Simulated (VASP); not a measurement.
Computed with PBE GGA, VASP's PBE PAW potentials (set 64) (plane waves; VASP).

VASP input:

**KPOINTS**
```
Automatic mesh
0
Gamma
1 1 1
0 0 0
```

### INCAR
```
SYSTEM=Se
PREC=Accurate; ENCUT=180; LREAL=F
LASPH=T
EDIFF=1E-03; NELM=100; ALGO=Normal
LMAXMIX=4
ISMEAR=0; SIGMA=0.2
GGA=PE
ISIF=2
LWAVE=F; LCHARG=F
```

### POSCAR
```
Se
1
    4.5426600000     0.0000000000     0.0000000000
   -2.2713300000     3.9340600000     0.0000000000
    0.0000000000     0.0000000000     5.0206220000
Se
3
Direct
  0.2178900000   0.0000000000   0.3333330000
  0.0000000000   0.2178900000   0.6666670000
  0.7821100000   0.7821100000   0.0000000000
```

POTCAR, in this order: Se (PBE.64 set). Program: vasp_std.

Output of the run:

**OSZICAR**
```
       N       E                     dE             d eps       ncg     rms          rms(c)
DAV:   1     0.494284130423E+02    0.49428E+02   -0.37415E+03    26   0.444E+02
DAV:   2    -0.520143501502E+01   -0.54630E+02   -0.53581E+02    36   0.125E+02
DAV:   3    -0.796672540066E+01   -0.27653E+01   -0.27569E+01    31   0.339E+01
DAV:   4    -0.798347847870E+01   -0.16753E-01   -0.16751E-01    36   0.300E+00
DAV:   5    -0.798364984290E+01   -0.17136E-03   -0.17136E-03    31   0.281E-01    0.740E+00
DAV:   6    -0.784118487781E+01    0.14246E+00   -0.78183E-02    26   0.180E+00    0.445E+00
DAV:   7    -0.779748415817E+01    0.43701E-01   -0.16347E-01    26   0.263E+00    0.305E-01
DAV:   8    -0.780065517689E+01   -0.31710E-02   -0.51454E-03    31   0.518E-01    0.705E-02
DAV:   9    -0.780072532966E+01   -0.70153E-04   -0.52392E-05    13   0.538E-02
   1 F= -.78007253E+01 E0= -.78007253E+01  d E =-.214916E-11
```

**OUTCAR**
```
------------------------ aborting loop because EDIFF is reached ----------------------------------------
  FORCE on cell =-STRESS in cart. coord.  units (eV):
  Direction    XX          YY          ZZ          XY          YZ          ZX
  --------------------------------------------------------------------------------------
  Total        9.8486710      9.8486762    -11.5039733      0.0000000      0.0000000      0.0000000
  in kB      175.8650242    175.8651171   -205.4233041      0.0000000      0.0000000      0.0000000
  external PRESSURE =      48.7689457 kB  Pullay stress =       0.0000000 kB
  volume of cell :       89.72
      direct lattice vectors                 reciprocal lattice vectors
     4.542660000  0.000000000  0.000000000     0.220135339  0.127095164  0.000000000
    -2.271330000  3.934060000  0.000000000     0.000000000  0.254190328  0.000000000
     0.000000000  0.000000000  5.020622000     0.000000000  0.000000000  0.199178508
 POSITION                                       TOTAL-FORCE (eV/Angst)
 -----------------------------------------------------------------------------------
      0.98980      0.00000      1.67354        -2.110156      0.000000      0.000000
     -0.49490      0.85719      3.34708         1.055078     -1.827450     -0.000000
      1.77643      3.07687      0.00000         1.055078      1.827450     -0.000000
 -----------------------------------------------------------------------------------
    total drift:                                0.000302     -0.000387      0.000000
  FREE ENERGIE OF THE ION-ELECTRON SYSTEM (eV)
  ---------------------------------------------------
  free  energy   TOTEN  =        -7.8007253297 eV

  energy  without entropy=       -7.8007253297  energy(sigma->0) =       -7.80072533
```
(Selected blocks of OUTCAR.)

At this cut-off the stress carries a Pulay error, which pulls relaxed volumes low.

The structure comes from a computed database's Se entry; how it stands against other phases isn't given here. The cell was not relaxed at this level. The k-mesh is coarse (spacing up to 1.60 per Å, 2π included), so the numbers may not be converged in it. The run is one of a series of settings (EDIFF = 1E-03, ENCUT = 180, SIGMA = 0.2, KPOINTS 1×1×1 Γ-centred mesh against the base run), some of them coarse on purpose.
